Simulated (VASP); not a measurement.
An input for Ansatz (written as the equivalent of a VASP run, and not itself run):

Ansatz 0.2 input:
```yaml
crystal:
  lattice:
    - [0.0000000, 2.7364850, 2.7364850]
    - [2.7364850, 0.0000000, 2.7364850]
    - [2.7364850, 2.7364850, 0.0000000]
  atoms:
    - { symbol: Al, position: [0.0000000, 0.0000000, 0.0000000] }
    - { symbol: P, position: [0.7500000, 0.7500000, 0.7500000] }
kpoints:
  mp_grid: { grid: [10, 10, 10] }
hamiltonian:
  xc: pbe0
  pseudopotentials: { kind: paw }
scf:
  occupations: { method: gaussian, width: 0.01 }
  max_iter: 100
output: { forces: true, stress: true, eigenvalues: true }
```

**Question.** Write the VASP files for the same calculation (PBE0).

**Answer.** Several could match; the one computed here: 
File KPOINTS:
```
Automatic mesh
0
Gamma
10 10 10
0 0 0
```

File POSCAR:
```
AlP
1
    0.0000000000     2.7364850000     2.7364850000
    2.7364850000     0.0000000000     2.7364850000
    2.7364850000     2.7364850000     0.0000000000
Al P
1 1
Direct
  0.0000000000   0.0000000000   0.0000000000
  0.7500000000   0.7500000000   0.7500000000
```

### INCAR
```
! general
SYSTEM    =  AlP
PREC      =  Accurate
ENCUT     =  300
LREAL     =  F   ! projection in real space or not
LASPH     =  T   ! aspherical one-centre terms
ISYM      =  3

! electronic loop
EDIFF     =  1E-6   ! SCF stop (eV)
NELM      =  100
ALGO      =  Normal   ! blocked Davidson

! smearing
ISMEAR    =  0
SIGMA     =  0.01   ! width (eV)

! functional
GGA       =  PE   ! PBE
LHFCALC   =  T
AEXX      =  0.25
HFRCUT    =  -1
PRECFOCK  =  Fast

! ions
ISIF      =  2

! output
LWAVE     =  F
LCHARG    =  F
```

POTCAR, in this order: Al P (PBE.64 set). Program: vasp_std.

What does not carry over: each code has its own PAW files, so the cut-off isn't converted (ENCUT is set for VASP's; basis.ecutwfc is left out, and Ansatz then takes the one that its files recommend); Ansatz stops its SCF on the density residual and VASP on the energy change (EDIFF).

The structure comes from a computed database's AlP entry; how it stands against other phases isn't given here. The cell was not relaxed at this level. The run is one of a series of settings (AEXX = 0.25, HFRCUT = -1, ISYM = 3, LHFCALC = .TRUE., PRECFOCK = Fast against the base run), some of them coarse on purpose.
